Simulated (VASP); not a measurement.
Computed with PBE GGA with D3 dispersion (Becke-Johnson damping), VASP's PBE PAW potentials (set 64) (plane waves; VASP).

VASP input:

### INCAR
```
ALGO=Normal
EDIFF=1E-7
EDIFFG=-0.01
ENCUT=520
GGA=PE
IBRION=2
ISIF=4
ISMEAR=1
IVDW=12
LASPH=.TRUE.
LCHARG=.FALSE.
LMAXMIX=4
LREAL=.FALSE.
LWAVE=.FALSE.
NELM=100
NSW=30
PREC=Accurate
SIGMA=0.1
SYSTEM=TiB2
```

**POSCAR**
```
TiB2
1.0
  1.5171479362  -2.6277773343   0.0000000000
  1.5171479362   2.6277773343   0.0000000000
  0.0000000000   0.0000000000   3.2143801892
Ti B
1 2
direct
  1.0000000000   0.0000000000   0.0000000000
  0.3333330000   0.6666670000   0.5000000000
  0.6666670000   0.3333330000   0.5000000000
```

### KPOINTS
```
Automatic mesh
0
Gamma
12 12 10
0 0 0
```

POTCAR, in this order: Ti_sv B (PBE.64 set). Program: vasp_std.

Output

File OSZICAR:
```
       N       E                     dE             d eps       ncg     rms          rms(c)
DAV:   1     0.126674192074E+03    0.12667E+03   -0.93501E+03  2964   0.158E+03
DAV:   2    -0.199767358711E+02   -0.14665E+03   -0.14239E+03  3049   0.392E+02
DAV:   3    -0.292331903885E+02   -0.92565E+01   -0.90170E+01  4307   0.938E+01
DAV:   4    -0.295519213651E+02   -0.31873E+00   -0.31846E+00  3864   0.158E+01
DAV:   5    -0.295599247251E+02   -0.80034E-02   -0.80029E-02  4329   0.226E+00    0.168E+01
DAV:   6    -0.243934381508E+02    0.51665E+01   -0.26355E+01  3950   0.595E+01    0.385E+00
DAV:   7    -0.244270809033E+02   -0.33643E-01   -0.17103E+00  3339   0.155E+01    0.332E+00
DAV:   8    -0.244365658470E+02   -0.94849E-02   -0.16780E-01  4229   0.375E+00    0.751E-01
DAV:   9    -0.244296656739E+02    0.69002E-02   -0.72305E-02  3958   0.359E+00    0.295E-01
DAV:  10    -0.244288654663E+02    0.80021E-03   -0.52178E-03  3705   0.100E+00    0.643E-02
DAV:  11    -0.244288835594E+02   -0.18093E-04   -0.40113E-04  4181   0.263E-01    0.575E-02
DAV:  12    -0.244288596310E+02    0.23928E-04   -0.16718E-04  3824   0.176E-01    0.945E-03
DAV:  13    -0.244288581946E+02    0.14363E-05   -0.12099E-05  3698   0.465E-02    0.219E-03
DAV:  14    -0.244288582626E+02   -0.67959E-07   -0.29786E-07  3273   0.663E-03
   1 F= -.25687728E+02 E0= -.25687486E+02  d E =-.256877E+02
       N       E                     dE             d eps       ncg     rms          rms(c)
DAV:   1    -0.244298748844E+02   -0.10167E-02   -0.42832E-02  3209   0.337E+00    0.208E-01
DAV:   2    -0.244294013328E+02    0.47355E-03   -0.23709E-03  3095   0.511E-01    0.119E-01
DAV:   3    -0.244291817857E+02    0.21955E-03   -0.26812E-04  3442   0.222E-01    0.349E-02
DAV:   4    -0.244291599473E+02    0.21838E-04   -0.48511E-05  3584   0.866E-02    0.526E-03
DAV:   5    -0.244291585876E+02    0.13598E-05   -0.37003E-06  3152   0.240E-02    0.231E-03
DAV:   6    -0.244291584740E+02    0.11360E-06   -0.14564E-07  2425   0.490E-03    0.887E-04
DAV:   7    -0.244291584713E+02    0.26735E-08   -0.19558E-08  1747   0.211E-03
   2 F= -.25688078E+02 E0= -.25687846E+02  d E =-.349987E-03
```

### OUTCAR
```
------------------------ aborting loop because EDIFF is reached ----------------------------------------
 Edisp (eV)   -1.25892
  FORCE on cell =-STRESS in cart. coord.  units (eV):
  Direction    XX          YY          ZZ          XY          YZ          ZX
  --------------------------------------------------------------------------------------
  Total      -1.19628    -1.19628    -1.19387     0.00000     0.00000     0.00000
  in kB     -74.78236   -74.78237   -74.63191     0.00000     0.00000     0.00000
  external pressure =      -74.73 kB  Pullay stress =        0.00 kB
  volume of cell :       25.63
      direct lattice vectors                 reciprocal lattice vectors
     1.515090300 -2.624213402  0.000000000     0.330013333 -0.190533285 -0.000000000
     1.515090300  2.624213402 -0.000000000     0.330013333  0.190533285  0.000000000
     0.000000000 -0.000000000  3.223116987    -0.000000000  0.000000000  0.310258673
 POSITION                                       TOTAL-FORCE (eV/Angst)
 -----------------------------------------------------------------------------------
      1.51509      2.62421     -0.00000        -0.000000      0.000000     -0.000000
      1.51509      0.87474      1.61156        -0.000000      0.000000     -0.000000
      1.51509     -0.87474      1.61156         0.000000     -0.000000      0.000000
 -----------------------------------------------------------------------------------
    total drift:                                0.000000      0.000000      0.000000
  FREE ENERGIE OF THE ION-ELECTRON SYSTEM (eV)
  ---------------------------------------------------
  free  energy   TOTEN  =       -25.6880775747 eV

  energy  without entropy=      -25.6873830118  energy(sigma->0) =      -25.68784605

 reached required accuracy - stopping structural energy minimisation
```
(Selected blocks of OUTCAR.)

File CONTCAR:
```
TiB2
   1.00000000000000
     1.5150902996476152   -2.6242134021160135    0.0000000000000000
     1.5150902996476152    2.6242134021160135   -0.0000000000000000
     0.0000000000000000   -0.0000000000000000    3.2231169865116387
  Ti              B
     1     2
Direct
     0.0000000000000000    1.0000000000000000    0.0000000000000000
     0.3333330000000032    0.6666669999999968    0.5000000000000000
     0.6666669999999968    0.3333330000000032    0.5000000000000000
```

The compound is TiB2 in the AlB2 type structure. This cell is one point of a volume scan, at 1.03 of the reference volume. Symmetry was kept, so distortions that lower it aren't found.
